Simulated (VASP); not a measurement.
Here is a VASP 6.6.1 calculation.

Contents of INCAR:

```
PREC = Accurate
ENCUT = 520
EDIFF = 1E-6
ISMEAR = -1
SIGMA = 0.02
LREAL = Auto
LASPH = T
NELM = 60
ALGO = Normal
ISIF = 2
LWAVE = F
LCHARG = F
GGA = PE
IVDW = 12
NBANDS = 64
```

Contents of KPOINTS:

```
regular mesh
0
Gamma
  1 1 1
```

The input POSCAR:

```
H4C2O3
1.0
    7.5995610000      0.0000000000      0.0000000000
    0.0000000000      7.5995610000      0.0000000000
    0.0000000000      0.0000000000      7.5995610000
C O H
6 9 12
Direct
    0.7329502323      0.8194947050     -0.0271463049
    0.1300338270      0.6086930548      0.5179509711
    0.4784092134      0.2048144623      0.4052865685
    0.1658780027      1.0052949111      0.8831036424
    0.7582543255      0.4502891680      0.5837574039
    0.9730167308      0.1229281533      0.2732526260
    0.7826767888      0.8795376470     -0.1554958240
    0.6938821861      0.7563463205      0.1109274602
    0.1598118628      0.4741458092      0.5912841544
    0.1101642582      0.7590306861      0.4734352419
    0.4970681859      0.1596144830      0.5500580889
    0.4796329683      0.2813715161      0.2531462015
    0.2973329644      0.9016836630      0.9698718123
    0.8483384764      0.5241092216      0.4371041959
    1.1577379272      0.1247440477      0.2423955805
    0.1161119702      1.1001951297      0.9857148327
    0.2976356134      0.9717008654      1.0744173249
    0.2226312809      1.0767858828      0.7620440181
    0.0493712729      0.9188951836      0.8541940778
    0.7263051116      0.3168867254      0.5768096341
    0.7567016042      0.5702566240      0.3523361415
    0.8304821818      0.4634215055      0.7035537974
    0.6354314414      0.4969892340      0.6052191699
    0.9323170115      0.0181852610      0.3637315366
    1.1816208857      0.2376058301      0.1834053309
    0.9246718330      0.2511329273      0.3152287349
    0.9214874386      0.1098484505      0.1415344913
```

Potentials or basis: VASP PAW PBE potentials, release 64 (C, O, H).

Launch:

```bash
$ cat potpaw_PBE.64/C/POTCAR potpaw_PBE.64/O/POTCAR potpaw_PBE.64/H/POTCAR > POTCAR
$ mpirun -np 1 vasp_gam > vasp.out
```

Question: Estimate the dispersion energy per atom.

Answer: -0.035 eV.

Question: What does it give for the largest force?

Answer: 7.894 eV/Å.

Question: Estimate the pressure.

Answer: 0.2 GPa.

Forces on the atoms (eV/Å):
```
C   -1.236 -1.883  4.223
C   -0.136  2.047  0.865
C    0.216  4.063 -6.765
C   -0.717  0.348 -0.853
C    1.921 -0.149 -0.212
C   -0.413  0.377 -0.434
O    0.594  1.380 -3.219
O    0.087  0.370 -0.929
O    0.174  0.297 -0.809
O    0.615 -2.050  0.052
O   -0.488 -0.934  0.485
O    0.006 -3.384  6.100
O    0.088  0.023 -0.682
O   -1.661  0.261 -1.129
O    0.984  0.676  0.839
H    0.248 -0.268 -1.367
H    0.675 -0.170  1.547
H   -0.778 -0.743  1.050
H    0.934  0.592 -0.466
H    0.549 -2.202 -0.662
H    1.230 -0.440  0.923
H    0.850  0.432  0.678
H   -3.119  2.217  0.395
H    0.301 -0.016 -0.201
H    0.184 -0.441  0.467
H    0.071  0.234  0.574
H   -1.180 -0.638 -0.467
```

Caveat: the standard files for N, O and F lose accuracy on very short bonds.
